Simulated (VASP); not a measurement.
Set up this calculation in VASP 6.6.1, as the native input.

```
Task                   : relaxation of cell and atoms
Functional             : PBE
Potentials or basis    : VASP PAW PBE potentials, release 64 (Mg, Zn, Te, S)
Cutoff                 : 520 eV
k mesh                 : 4 × 4 × 2
Occupations            : gaussian, width 0.15 eV
Spin                   : no spin polarisation
Further INCAR settings : PREC = Normal; ALGO = Fast; EDIFF = 0.0001; IBRION = 2; EDIFFG = -0.08; NSW = 24; ISIF = 3
```

The structure of Mg2ZnTeS2 lies in POSCAR:

```
Mg2ZnTeS2
1.0
    4.2935849400      0.0000000000      0.0000000000
   -2.1467924700      3.7183536300      0.0000000000
    0.0000000000      0.0000000000      9.4332980300
Mg Zn Te S
2 1 1 2
Direct
    0.0000000000      0.0000000000      0.2737288200
    0.0000000000      0.0000000000      0.7262711800
    0.0000000000      0.0000000000      0.5000000000
    0.0000000000      0.0000000000      0.0000000000
    0.3333333300      0.6666666700      0.5000000000
    0.6666666700      0.3333333300      0.5000000000
```

The cell was built by a generator and needn't be a form met in nature.

These files were run (other wordings do the same):

INCAR

```
SYSTEM = Mg2ZnTeS2
ALGO = Fast
EDIFF = 1E-4
EDIFFG = -0.08
ENCUT = 520
GGA = PE
IBRION = 2
ISIF = 3
ISMEAR = 0
LASPH = .True.
LCHARG = .False.
LREAL = .False.
LWAVE = .False.
NELM = 60
NSW = 24
PREC = Normal
SIGMA = 0.15
```

KPOINTS

```
k-points
0
Gamma
  4 4 2
  0 0 0
```

Potentials or basis: VASP PAW PBE potentials, release 64 (Mg, Zn, Te, S).

Command:

```bash
$ cat potpaw_PBE.64/Mg/POTCAR potpaw_PBE.64/Zn/POTCAR potpaw_PBE.64/Te/POTCAR potpaw_PBE.64/S/POTCAR > POTCAR
$ mpirun -np 1 vasp_std > vasp.out
```

Results of the run:

* Relaxed volume: 31.47 Å³/atom
* Relaxed cell: a = 4.623 Å, b = 4.623 Å, c = 10.199 Å, α = 90.00°, β = 90.00°, γ = 120.00°
* Space group after relaxing (to 0.05 Å): P6/mmm (No. 191)
* Energy gained by relaxing: 276.8 meV/atom
* Ionic steps: 8
* Pressure after relaxing: 0.1 GPa
* Band gap on the k mesh: none (metal or under the smearing width)

Caveat: the k mesh is coarse (spacing up to 0.42 Å⁻¹), so the values aren't converged; the volume moved by over 15 % at a fixed basis, so the end points are rough.

Wall time 47 s on 1 thread of Intel(R) Xeon(R) 6975P-C (Granite Rapids), with other jobs on the host, peak memory 0.2 GiB.
